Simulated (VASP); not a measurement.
VASP runs on Ti (hcp) share one base input (PBE GGA, plane waves, VASP's PBE PAW potentials (set 64)) and change the settings named in each case.

### INCAR
```
! general
SYSTEM  = Ti
PREC    = Accurate
ENCUT   = 550
LREAL   = .FALSE.
LASPH   = .TRUE.

! electronic loop
EDIFF   = 1E-7
NELM    = 100
ALGO    = Normal
LMAXMIX = 4

! smearing
ISMEAR  = 1
SIGMA   = 0.1

! functional
GGA     = PE

! ions
ISIF    = 2

! output
LWAVE   = .FALSE.
LCHARG  = .FALSE.
```

File KPOINTS:
```
Automatic mesh
0
gamma
  12 12 7
0 0 0
```

### POSCAR
```
Ti
1
    1.4750000000    -2.5547750000     0.0000000000
    1.4750000000     2.5547750000     0.0000000000
    0.0000000000     0.0000000000     4.6800000000
Ti
2
Direct
  0.3333330000   0.6666670000   0.2500000000
  0.6666670000   0.3333330000   0.7500000000
```

POTCAR, in this order: Ti_sv (PBE.64 set). Program: vasp_std.

```
change                     E(σ→0) (eV/atom)    −TS (eV)  electronic steps
-------------------------  ----------------  ----------  ----------------
base run                            -7.8342      0.0008                16
NBANDS = 13, NEDOS = 601         (withheld)  (withheld)                21
NBANDS = 14, NEDOS = 601            -7.8342      0.0008                16
NBANDS = 16, NEDOS = 601            -7.8342      0.0008                16
NBANDS = 20, NEDOS = 601            -7.8342      0.0008                16
NBANDS = 28, NEDOS = 601            -7.8342      0.0008                16
NBANDS = 44, NEDOS = 601            -7.8342      0.0008                16
NBANDS = 76, NEDOS = 601            -7.8342      0.0008                15
NBANDS = 140, NEDOS = 601           -7.8342      0.0008                16
```

Task: Some entries are withheld; supply them.

Result: 
- NBANDS = 13, NEDOS = 601, E(σ→0) (eV/atom): -7.8297
- NBANDS = 13, NEDOS = 601, −TS (eV): 0.0006

Gaps are read on the run's mesh, which can miss a band edge.

Left out are runs that ran out of time, are held back, or changed the cell or the kind of run, fixed moments of cells without a moment, rows past the twelfth, gaps on odd meshes, pressures of charged cells and columns that move by less than the noise.

The compound is Ti in the hcp structure. The cell was not relaxed at this level.
